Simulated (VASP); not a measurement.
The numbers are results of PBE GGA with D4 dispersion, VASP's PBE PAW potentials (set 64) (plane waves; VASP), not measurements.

VASP input:

### INCAR
```
IVDW = 13   # D4
ENCUT = 520
NELM = 100
ICHARG = 11
ALGO = Normal
LORBIT = 11   # lm-projected
SIGMA = 0.05   # width (eV)
LASPH = T
LCHARG = F
SYSTEM = AuAl2
LREAL = F
PREC = Accurate
EDIFF = 1E-7   # SCF stop (eV)
LMAXMIX = 6
LWAVE = F
GGA = PE   # PBE
ISMEAR = 0   # Gaussian
```

POSCAR:
```
AuAl2
4.2350790
  0.0000000000   0.7071067311   0.7071067311
  0.7071067311   0.0000000000   0.7071067311
  0.7071067311   0.7071067311   0.0000000000
Al Au
2 1
direct
  0.2500000000   0.2500000000   0.2500000000
  0.7500000000   0.7500000000   0.7500000000
  0.0000000000   0.0000000000   0.0000000000
```

**KPOINTS**
```
k-points along high-symmetry lines
15
Line-mode
Reciprocal
  0.000000   0.000000   0.000000 ! GAMMA
  0.500000   0.000000   0.500000 ! X

  0.500000   0.000000   0.500000 ! X
  0.625000   0.250000   0.625000 ! U

  0.375000   0.375000   0.750000 ! K
  0.000000   0.000000   0.000000 ! GAMMA

  0.000000   0.000000   0.000000 ! GAMMA
  0.500000   0.500000   0.500000 ! L

  0.500000   0.500000   0.500000 ! L
  0.500000   0.250000   0.750000 ! W

  0.500000   0.250000   0.750000 ! W
  0.500000   0.000000   0.500000 ! X
```

POTCAR, in this order: Al Au (PBE.64 set). Program: vasp_std. Read from the step before: CHGCAR.

Output

**OUTCAR**
```
 ion  position               nearest neighbor table
   1  0.250  0.250  0.250-   3 2.59   3 2.59   3 2.59   3 2.59   2 2.99   2 2.99   2 2.99   2 2.99
                             2 2.99   2 2.99
   2  0.750  0.750  0.750-   3 2.59   3 2.59   3 2.59   3 2.59   1 2.99   1 2.99   1 2.99   1 2.99
                             1 2.99   1 2.99
   3  0.000  0.000  0.000-   2 2.59   2 2.59   2 2.59   1 2.59   2 2.59   1 2.59   1 2.59   1 2.59
  LATTYP: Found a face centered cubic cell.
 ALAT       =     5.9893057354
 Subroutine PRICEL returns:
 Original cell was already a primitive cell.
 Subroutine GETGRP returns: Found 48 space group operations
The static configuration has the point symmetry O_h .
The dynamic configuration has the point symmetry O_h .
 Subroutine INISYM returns: Found 48 space group operations
   k-points           NKPTS =     90   k-points in BZ     NKDIM =     90   number of bands    NBANDS=     12
   number of dos      NEDOS =    301   number of ions     NIONS =      3
   total plane-waves  NPLWV =  32768
   dimension x,y,z NGX =    32 NGY =   32 NGZ =   32
   dimension x,y,z NGXF=    64 NGYF=   64 NGZF=   64
   ions per type =               2   1
   PREC   = accura    normal or accurate (medium, high low for compatibility)
   ISTART =      0    job   : 0-new  1-cont  2-samecut
   ICHARG =     11    charge: 1-file 2-atom 10-const
   ISPIN  =      1    spin polarized calculation?
   LNONCOLLINEAR =      F non collinear calculations
...
```

### OSZICAR
```
       N       E                     dE             d eps       ncg     rms          rms(c)
DAV:   1     0.646963751904E+02    0.64696E+02   -0.72118E+03  2200   0.117E+03
DAV:   2    -0.946648314183E+01   -0.74163E+02   -0.68748E+02  2432   0.208E+02
DAV:   3    -0.113611531334E+02   -0.18947E+01   -0.18577E+01  2756   0.322E+01
DAV:   4    -0.113806284615E+02   -0.19475E-01   -0.19438E-01  2576   0.351E+00
DAV:   5    -0.113809831914E+02   -0.35473E-03   -0.35467E-03  2772   0.501E-01
DAV:   6    -0.113809925227E+02   -0.93313E-05   -0.93305E-05  2568   0.778E-02
DAV:   7    -0.113809928288E+02   -0.30609E-06   -0.30621E-06  2772   0.143E-02
DAV:   8    -0.113809928392E+02   -0.10484E-07   -0.95119E-08  1996   0.249E-03
   1 F= -.12618216E+02 E0= -.12617717E+02  d E =-.998277E-03
```

OUTCAR:
```
 val. band max:        9.0991498865   @ k =   0.1429   0.0000   0.1429

 cond. band min:       9.1517752612   @ k =   0.5000   0.0000   0.5000



 k-point     1 :       0.0000    0.0000    0.0000
  band No.  band energies     occupation
      1      -2.7327      2.00000
      2       1.2272      2.00000
      3       1.2272      2.00000
      4       1.2272      2.00000
      5       2.1902      2.00000
      6       2.1902      2.00000
      7      10.1368      0.00000
      8      10.8183      0.00000
      9      10.8183      0.00000
     10      10.8183      0.00000
     11      11.7910      0.00000
     12      11.7910      0.00000

 k-point     2 :       0.0357    0.0000    0.0357
  band No.  band energies     occupation
      1      -2.7102      2.00000
      2       1.2174      2.00000
      3       1.2341      2.00000
      4       1.2341      2.00000
      5       2.1837      2.00000
      6       2.1939      2.00000
      7      10.0936      0.00000
      8      10.5120      0.00000
      9      10.5120      0.00000
     10      10.6757      0.00000
     11      11.8781      0.00000
     12      12.1207      0.00000

 k-point     3 :       0.0714    0.0000    0.0714
  band No.  band energies     occupation
      1      -2.6426      2.00000
      2       1.1887      2.00000
      3       1.2550      2.00000
      4       1.2550      2.00000
      5       2.1642      2.00000
      6       2.2048      2.00000
      7       9.9822      0.00000
      8       9.9822      0.00000
      9       9.9860      0.00000
     10      10.2928      0.00000
     11      12.1141      0.00000
     12      12.7207      0.00000

 k-point     4 :       0.1071    0.0000    0.1071
  band No.  band energies     occupation
      1      -2.5304      2.00000
      2       1.1429      2.00000
      3       1.2895      2.00000
      4       1.2895      2.00000
      5       2.1326      2.00000
      6       2.2224      2.00000
      7       9.4326      0.00000
...
```

The density is held fixed in this step, so its total energy and stress have no physical meaning. Unless said otherwise, spin-orbit coupling is left out, though it shifts the bands of the heavy elements here.

The compound is AuAl2 in the fluorite structure. It was relaxed first. The electron count is odd and the run is not spin-polarised, which forces a metal.
